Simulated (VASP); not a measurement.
Input:

```yaml
crystal:
  lattice:
    - [0.00000, 3.04381, 3.04381]
    - [3.04381, 0.00000, 3.04381]
    - [3.04381, 3.04381, 0.00000]
  atoms:
    - { symbol: Li, position: [0.25000, 0.25000, 0.25000] }
    - { symbol: Li, position: [0.75000, 0.75000, 0.75000] }
    - { symbol: Se, position: [0.00000, 0.00000, 0.00000] }
```

Computed with vdW-DF2, VASP's PBE PAW potentials (set 64) (plane waves; VASP 6.6.1). Numerical set-up: 520 eV cut-off, Gaussian smearing of 0.050 eV, potentials Li_sv Se.

**Question.** Give the energies of bands 4 to 9 at the high-symmetry points, in eV from the valence-band maximum.

**Answer.** 
```tsv
band	Γ	X	U	L	W
4	0.00	-2.13	-1.93	-2.70	-1.77
5	0.00	-1.33	-1.93	-0.49	-1.77
6	0.00	-1.33	-1.08	-0.49	-1.60
7	3.34	3.16	4.22	5.02	5.26
8	5.65	6.16	7.18	6.01	6.31
9	5.65	10.09	8.27	6.01	7.93
```

The gap is indirect, 3.16 eV, from the valence maximum at Γ to the conduction minimum at X.

The compound is Li2Se in the antifluorite structure. It was relaxed first.
